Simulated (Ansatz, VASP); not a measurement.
**One calculation of CaPbS6, two programs**

Contents of INCAR:

```
SYSTEM = CaPbS6
PREC     = Accurate       ! precision mode
ENCUT    = 520            ! plane-wave cutoff, eV
EDIFF    = 1E-6           ! SCF threshold, eV
ISMEAR   = -1             ! smearing method
SIGMA    = 0.1            ! smearing width, eV
LREAL    = .False.        ! projectors in reciprocal space
LASPH    = .True.         ! aspherical terms in the spheres
NELM     = 80             ! most SCF steps
ALGO     = Normal         ! electronic algorithm
ISIF     = 2              ! what is computed and relaxed
LWAVE    = .False.        ! write WAVECAR
LCHARG   = .False.        ! write CHGCAR
GGA      = PE             ! functional
NBANDS   = 40             ! bands
```

The input KPOINTS:

```
regular mesh
0
Gamma
  3 3 3
  0 0 0
```

File POSCAR:

```
CaPbS6
1.0
    0.0000000000      4.9213820000      4.9213820000
    4.9213820000      0.0000000000      4.9213820000
    4.9213820000      4.9213820000      0.0000000000
S Ca Pb
6 1 1
Direct
    0.7500000000      0.2500000000      0.2500000000
    0.2500000000      0.7500000000      0.2500000000
    0.2500000000      0.7500000000      0.7500000000
    0.7500000000      0.2500000000      0.7500000000
    0.2500000000      0.2500000000      0.7500000000
    0.7500000000      0.7500000000      0.2500000000
    0.5000000000      0.5000000000      0.5000000000
    0.0000000000      0.0000000000      0.0000000000
```

Input for Ansatz:

```yaml
crystal:
  lattice:
    - [0.0, 4.921382, 4.921382]
    - [4.921382, 0.0, 4.921382]
    - [4.921382, 4.921382, 0.0]
  atoms:
    - { symbol: S, position: [0.75, 0.25, 0.25] }
    - { symbol: S, position: [0.25, 0.75, 0.25] }
    - { symbol: S, position: [0.25, 0.75, 0.75] }
    - { symbol: S, position: [0.75, 0.25, 0.75] }
    - { symbol: S, position: [0.25, 0.25, 0.75] }
    - { symbol: S, position: [0.75, 0.75, 0.25] }
    - { symbol: Ca, position: [0.5, 0.5, 0.5] }
    - { symbol: Pb, position: [0.0, 0.0, 0.0] }
  symmetry: { tolerance: 0.0003 }
kpoints:
  mp_grid: { grid: [3, 3, 3], shift: [0, 0, 0] }
magnetization:
  spin_polarized: false
scf:
  occupations: { method: fermi_dirac }
hamiltonian:
  pseudopotentials: { kind: paw }
  xc: pbe
basis:
  ecutwfc: "500 eV"
output:
  forces: true
  stress: true
  eigenvalues: true
```

The cell was built by a generator and needn't be a form met in nature.

Alike in both runs: task single point; functional PBE; k mesh 3 × 3 × 3; no spin polarisation.

|  | VASP | Ansatz |
| --- | --- | --- |
| version | VASP 6.6.1 | Ansatz 0.2.0 |
| potentials or method | VASP PAW PBE potentials, release 64 (S, Ca_sv, Pb_d) | PAW plane waves |
| plane-wave cutoff (eV) | 520 | 500 |
| occupations | fermi-dirac, width 0.1 eV | fermi-dirac |
| valence electrons in the cell | 60 | 60 |

```tsv
	VASP	Ansatz	Ansatz less VASP
gap on the k mesh at the Fermi level (eV)	none	none	-
pressure (GPa)	8.7	8.8	+0.02
rms of the force components (eV/Å)	0.001	0.020	+0.0191
```

A gap of «none» marks a metal or a gap that the smearing closes.

Caveats: the k mesh is coarse (spacing up to 0.37 Å⁻¹), so the values aren't converged. The runs have no spin-orbit coupling, so splittings on Pb are missing.
